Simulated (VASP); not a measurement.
An input for Quantum ESPRESSO's pw.x (written as the equivalent of a VASP run, and not itself run):

```
&CONTROL
  calculation = 'scf'
  pseudo_dir = './pseudo'
  outdir = './out'
  tprnfor = .true.
  tstress = .true.
/
&SYSTEM
  ibrav = 0
  nat = 8
  ntyp = 2
  ecutwfc = 84
  occupations = 'smearing'
  smearing = 'fermi-dirac'
  degauss = 0.00735
  input_dft = 'pbesol'
/
&ELECTRONS
  conv_thr = 7.3e-08
  electron_maxstep = 100
/
ATOMIC_SPECIES
  P 30.974 P.upf
  Ru 101.070 Ru.upf
CELL_PARAMETERS angstrom
     5.4227220    0.0000000    0.0000000
     0.0000000    3.1212310    0.0000000
     0.0000000    0.0000000    6.0086350
ATOMIC_POSITIONS crystal
  P    0.6897100  0.2500000  0.0658600
  P    0.3102900  0.7500000  0.9341400
  P    0.8102900  0.7500000  0.5658600
  P    0.1897100  0.2500000  0.4341400
  Ru   0.4860600  0.2500000  0.7071200
  Ru   0.5139400  0.7500000  0.2928800
  Ru   0.0139400  0.7500000  0.2071200
  Ru   0.9860600  0.2500000  0.7928800
K_POINTS automatic
  3 5 3 0 0 0
```

Write the VASP files for the same calculation (PBEsol).

Several could match; the one computed here: 
**INCAR**
```
SYSTEM = PRu
PREC = Accurate; ENCUT = 300; LREAL = .FALSE.
LASPH = .TRUE.
EDIFF = 1E-6; NELM = 100; ALGO = Normal
LMAXMIX = 4
ISMEAR = -1; SIGMA = 0.1
GGA = PS
ISIF = 2
LWAVE = .FALSE.; LCHARG = .FALSE.
```

File POSCAR:
```
PRu
1.0
  5.4227220000   0.0000000000   0.0000000000
  0.0000000000   3.1212310000   0.0000000000
  0.0000000000   0.0000000000   6.0086350000
P Ru
4 4
Direct
  0.6897100000   0.2500000000   0.0658600000
  0.3102900000   0.7500000000   0.9341400000
  0.8102900000   0.7500000000   0.5658600000
  0.1897100000   0.2500000000   0.4341400000
  0.4860600000   0.2500000000   0.7071200000
  0.5139400000   0.7500000000   0.2928800000
  0.0139400000   0.7500000000   0.2071200000
  0.9860600000   0.2500000000   0.7928800000
```

KPOINTS:
```
K-points
0
Gamma
 3 5 3
0 0 0
```

POTCAR, in this order: P Ru_pv (PBE.64 set). Program: vasp_std.

Limits of the translation: the potentials are each code's own (VASP's PAW set, PseudoDojo norm-conserving files in pw.x), so ENCUT and ecutwfc are chosen apart and not converted; conv_thr bounds pw.x's estimated SCF error, while EDIFF bounds the energy change between steps.

The structure comes from a computed database's PRu entry (Pnma); how it stands against other phases isn't given here. The cell was not relaxed at this level, and its volume differs by -5.9 % from the start's. The k-mesh is coarse (spacing up to 0.40 per Å, 2π included), so the numbers may not be converged in it.
